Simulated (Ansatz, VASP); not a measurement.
# ScGa3: VASP beside Ansatz, part 2 of 2

Wanted: the spread between two codes on one cell, functional and k mesh. The cell is taken from a series of runs on this material, whose earlier steps may have relaxed, scaled, displaced or heated it; both programs get it as it stands.

VASP 6.6.1 and Ansatz 0.2.0.

So far: The structure; VASP: zone-centre phonons, PBEsol.

### 3. Ansatz: zone-centre phonons, PBEsol

Level of this step: Ansatz beside VASP: Kohn-Sham DFT, plane waves, PBEsol (Ansatz).

Ansatz runs on its PAW soft_1 files.

The same cell, functional, mesh and smearing now go to Ansatz, which takes its cutoff from its data sets.

Input file input.yaml:

```yaml
crystal:
  lattice:
    - [4.095, 0.0, 0.0]
    - [0.0, 4.095, 0.0]
    - [0.0, 0.0, 4.095]
  atoms:
    - { symbol: Sc, position: [0.0, 0.0, 0.0] }
    - { symbol: Ga, position: [0.0, 0.5, 0.5] }
    - { symbol: Ga, position: [0.5, 0.0, 0.5] }
    - { symbol: Ga, position: [0.5, 0.5, 0.0] }
kpoints:
  mp_grid: { grid: [12, 12, 12] }
hamiltonian:
  xc: pbesol
  pseudopotentials: { kind: paw, azcp: { folder: soft_1 }, xc_functional: pbe }
scf:
  occupations: { method: methfessel_paxton, width: 0.2 }
output:
  eigenvalues: true
phonons:
  method: dfpt
```

On the command line:

```console
ansatz run input.yaml --threads 4 --pin off --max-ram 15360MiB --backend cpu --events-out ev --progress --plain --runs-dir out
```

Numbers of over 12 decimals in the logs are rounded to 6 here.

The log of the run:

```text
zone centre: on kpoints.mp_grid the ground state, and the responses unless they are solved on pairs of k-points, stand on 343 of the mesh's 1728 k-points, reduced under 8 symmetry operations, with k and −k counted as one. Each operation leaves every solved displacement unchanged or reverses it
Engine: ansatz 0.2.0, aarch64-unknown-linux-gnu
Pseudopotentials: kind: paw
Pseudopotential: Sc, paw, valence charge 11, recommended cutoff 420 eV (normal), soft_1/Sc.paw.azcp
Pseudopotential: Ga, paw, valence charge 13, recommended cutoff 420 eV (normal), soft_1/Ga.paw.azcp
Functional definition: PBEsol
  exchange = pbesol_x
  correlation = pbesol_c
Crystal: 4 atoms, lattice volume = 68.669 Å³
Basis set: ecut = 420 eV, 1357 PW (Γ), exchange–correlation on 60×60×60 points (8 copies of the dense FFT grid, shifted against one another)
Bands: 30, of which v1, the nominal top of the filled ones, is band 25 counted from 1 (24 counted from 0)
Symmetry: 48 space group operations
k-points: 343 of 1728 (irreducible under 8 space group operations)
Non-local potential: Sc, projectors of the file, l = 0: 3, l = 1: 2, l = 2: 3, l = 3: 1
Non-local potential: Ga, projectors of the file, l = 0: 2, l = 1: 2, l = 2: 3, l = 3: 1
PAW form: soft (Blöchl's): semilocal exchange-correlation on the pseudo side does not see the compensation charge
PAW frozen core: Sc, regenerated for the run's functional, and the local potential with it (the file was generated under x = pbe(κ = 0.804, μ = 0.219515), c = pbe(β = 0.066725))
PAW frozen core: Ga, regenerated for the run's functional, and the local potential with it (the file was generated under x = pbe(κ = 0.804, μ = 0.219515), c = pbe(β = 0.066725))
PAW one-centre angular grid: Sc, 590 points (default); XC on 64 Gauss nodes
PAW one-centre angular grid: Ga, 590 points (default); XC on 64 Gauss nodes
Initial density: superposition of atomic densities (chi_scale 0.1, normalization cell, long waves kept (reshape's long-wave potential 0.00 eV rms))
Initial wavefunctions: pseudopotential atomic-orbital guess
Functional: x = pbesol(κ = 0.804, μ = 0.123457), c = pbesol(β = 0.046)
SCF iter   1: F=—  HF=-13344.064202 eV  |F-HF|=—  |Δ(HF+E_count)|=         —  Δρ=5.11e-2  dr2=4.01e0  ethr=3.10e-3  ⟨swp⟩=5.3  Hψ=35566  notcnv=0
preconditioner: auto → Kerker (q_TF=auto, 2.588 Å⁻¹)  [metal: Δε(μ)=0.065 eV  Ē_g=14.395 eV  σ=0.200 eV  W_gap=0.26  n_scr=18 (ndim 8)  ℏωp=31.0 eV  f_vac=0.000  D(μ)=1.28/eV (n_scr^D=6)]
SCF iter   2: F=—  HF=-13343.310000 eV  |F-HF|=—  |Δ(HF+E_count)|=   7.54e-1  S|Δr|=    0.00e0  Δρ=2.45e-2  dr2=4.33e-1  ethr=3.10e-3  ⟨swp⟩=2.3  Hψ=22050  notcnv=0  defer=58
SCF iter   3: F=—  HF=-13343.231231 eV  |F-HF|=—  |Δ(HF+E_count)|=   7.88e-2  S|Δr|=    0.00e0  Δρ=1.37e-2  dr2=1.99e-1  ethr=8.66e-4  ⟨swp⟩=2.3  Hψ=19012  notcnv=0  defer=58
SCF iter   4: F=—  HF=-13343.188405 eV  |F-HF|=—  |Δ(HF+E_count)|=   4.28e-2  S|Δr|=    0.00e0  Δρ=4.95e-3  dr2=1.44e-2  ethr=3.97e-4  ⟨swp⟩=2.0  Hψ=19081  notcnv=0  defer=58
SCF iter   5: F=—  HF=-13343.184031 eV  |F-HF|=—  |Δ(HF+E_count)|=   4.37e-3  S|Δr|=    0.00e0  Δρ=1.64e-3  dr2=1.98e-3  ethr=2.88e-5  ⟨swp⟩=2.0  Hψ=17479  notcnv=0  defer=58
SCF iter   6: F=—  HF=-13343.183664 eV  |F-HF|=—  |Δ(HF+E_count)|=   3.67e-4  S|Δr|=    0.00e0  Δρ=3.74e-4  dr2=1.06e-4  ethr=3.96e-6  ⟨swp⟩=2.0  Hψ=12295  notcnv=0  defer=58
SCF iter   7: F=—  HF=-13343.183682 eV  |F-HF|=—  |Δ(HF+E_count)|=   1.80e-5  S|Δr|=    0.00e0  Δρ=1.37e-4  dr2=1.52e-5  ethr=2.11e-7  ⟨swp⟩=2.0  Hψ=17205  notcnv=0  defer=58
SCF iter   8: F=—  HF=-13343.183678 eV  |F-HF|=—  |Δ(HF+E_count)|=   3.33e-6  S|Δr|=    0.00e0  Δρ=2.50e-5  dr2=2.87e-7  ethr=3.03e-8  ⟨swp⟩=2.0  Hψ=12307  notcnv=0  defer=58
SCF iter   9: F=—  HF=-13343.183678 eV  |F-HF|=—  |Δ(HF+E_count)|=   7.40e-8  S|Δr|=    0.00e0  Δρ=6.30e-6  dr2=2.53e-8  ethr=5.74e-10  ⟨swp⟩=2.0  Hψ=18612  notcnv=0  defer=58
SCF iter  10: F=—  HF=-13343.183678 eV  |F-HF|=—  |Δ(HF+E_count)|=   2.76e-9  S|Δr|=    0.00e0  Δρ=1.17e-6  dr2=8.44e-10  ethr=5.05e-11  ⟨swp⟩=2.8  Hψ=17028  notcnv=0  defer=58
SCF iter  11: F=—  HF=-13343.183678 eV  |F-HF|=—  |Δ(HF+E_count)|=  1.02e-10  S|Δr|=    0.00e0  Δρ=2.56e-7  dr2=4.14e-11  ethr=1.69e-12  ⟨swp⟩=3.0  Hψ=17780  notcnv=0  defer=58
SCF iter  12: F=-13343.183678 eV  HF=-13343.183678 eV  |F-HF|=1.82e-12  |Δ(HF+E_count)|=  1.82e-12  S|Δr|=    0.00e0  Δρ=4.15e-8  dr2=1.09e-12  ethr=1.00e-12  ⟨swp⟩=5.7  Hψ=40995  notcnv=0
the search or the solves at the SCF's close seem to have found levels that the self-consistency loop had missed (the run counts 3). By its estimate they hold under 1e-12 electrons; where the run keeps them, the occupations were computed again with them
SCF 1 converged in 12 iterations: F = -13343.183678 eV  dr2 = 1.09e-12
  greatest PAW one-centre occupation: 0.998 electrons in one spin orbital (limit 2), on the Sc atom at site 0 (counted from 0), in its partial waves of l = 0
DFPT response loops at Γ: preconditioner auto → Kerker (q_TF=auto, 2.588 Å⁻¹) (partly filled bands, converged f_vac=0.000); β = 1.00, the filter's whole step (`scf.mixing.beta` (0.50) is not read by the response loops under this deck's `scf.mixing.preconditioner`; to damp them name `kerker` or `kerker_dos`, under which they read `scf.mixing.beta`, and type it under 1.00, their step now; both keys bind the ground state too); Broyden in place of MSR1
SCF converged after 12 iterations
Stability not checked: this state was not tested for a lower state beside it, because cold or Methfessel-Paxton smearing, or corrected tetrahedra, fill the levels in a way that the test cannot read (fill_not_monotonic; see scf.lower_state_search)
Free energy (F): -13343.183678 eV
Harris-Foulkes:  -13343.183678 eV  (|F-HF|=1.82e-12)
Internal energy: -13343.185808 eV  (E = F + TS)
E sigma→0 (E₀):  -13343.184211 eV
Entropy (-TS):   0.002130 eV (0.532 meV/atom)
Fermi energy:    11.718633 eV
--- Per-component energies (eV) ---
  E_band       = -176.399595
  E_kinetic    = 546.682561
  E_local      = -4295.140707  (includes V_loc(G=0)·N_el)
  E_nonlocal   = -139.625107
  E_hartree    = 2683.035693
  E_xc         = -277.215141
  E_vxc        = -277.768704  (∫ρ·V_xc dr)
  E_paw        = -6813.561703  (= ΣΔE_a)
  E_vpaw       = -1376.618609  (= ΣTr[D̂ρ^β])
  E_aug_tail   = -0.000406  (compensation charges beyond the density's cutoff)
  E_ewald      = -5050.078961
  E_core_change = 2.717963  (= ΣΔE_core)
  E_smearing   = 0.002130  (= −TS)
  E_closure    = -0.000000  (closes the sum)
  Σ components = -13343.183678   (vs F -13343.183678, Δ=0.00e0)
--- Band table (eV; the first three rows and the last of 343) ---
  k-point 0: bands = [... 21 lower, 8.5164, 9.7259, 9.7259, 9.7259, 13.4252, 13.4252, 13.4252, 14.7012, ... 1 higher]
  k-point 1: bands = [... 21 lower, 8.5698, 9.7483, 9.7483, 10.2232, 13.3660, 13.3660, 13.4321, 14.6866, ... 1 higher]
  k-point 2: bands = [... 21 lower, 8.7303, 9.8088, 9.8088, 10.9405, 13.2369, 13.2369, 13.4508, 13.7890, ... 1 higher]
  k-point 342: bands = [... 21 lower, 6.0356, 7.1723, 8.6206, 8.6206, 8.6206, 13.9798, 14.2219, 14.2219, ... 1 higher]
--- Phonons (Γ-DFPT): 3 representative perturbations + reference, on 343 of 1728 k-points (Σ response iterations 9) ---
  k mesh reduced under 8 symmetry operations, with k and −k counted as one. Each operation leaves every solved displacement unchanged or reverses it
  ASR residual: 3.017e-5 → 0.000e0 eV/Å²; symmetrization residual: 1.700e-5 eV/Å²
  ASR residual per site (eV/Å²): 1.49e-5 3.02e-5 3.02e-5 3.02e-5
  Γ frequencies (cm⁻¹): 0.00 0.00 0.00 126.00 126.00 126.00 127.81 127.81 127.81 241.42 241.42 241.42
  non-analytic LO–TO correction: not included (Born effective charges unavailable; polar crystals: no LO–TO splitting at Γ)
```

### 4. Comparison

Known differences besides the potentials themselves: the cutoff is 420 eV in Ansatz and 500 eV in VASP; Ansatz makes its cores anew for this functional, VASP keeps those of its PBE data sets. Total energies have different zeros and are not compared.

The two programs side by side:

| quantity | Ansatz | VASP | difference |
| --- | --- | --- | --- |
| optical mode 1 to 3 (cm⁻¹) | 126.0 | 127.2 | -0.98 % |
| optical mode 4 to 6 (cm⁻¹) | 127.8 | 129.4 | -1.26 % |
| optical mode 7 to 9 (cm⁻¹) | 241.4 | 242.1 | -0.27 % |

Modes are paired by rising frequency, not by their patterns, so a pair may set unlike modes beside each other; they are those without the splitting of longitudinal modes.

### 5. Results

```yaml
r_m_s_difference_of_the_optical_zone_centre_modes_each_program_s_sorted_by_frequency_zone_centre_phonons_pbesol: 1.2 cm⁻¹
difference_in_optical_mode_4_to_6_zone_centre_phonons_pbesol: -1.3 %
```

What this shows: The r.m.s. difference of the optical zone-centre modes, each program's sorted by frequency is 1.2 cm⁻¹ (zone-centre phonons, PBEsol). Among the rows given in per cent, the largest difference of the zone-centre phonons, PBEsol pair is in optical mode 4 to 6, -1.3 %. Such differences can come from data sets, numerical settings and the points named under the comparisons, not from the functional's error against experiment.

[Lines on the potential files, build, host, timing and source positions are cut from VASP's logs without a mark.]

[Logs are printed without paths, hosts, clocks, repeated set-up lines and the standing remarks that a program may print on its own settings, such as how far it seeks lower states.]

[Hosts, paths, dates, database ids (printed as entryN), source tags and the programs' standing remarks are cut or masked in the printed files.]
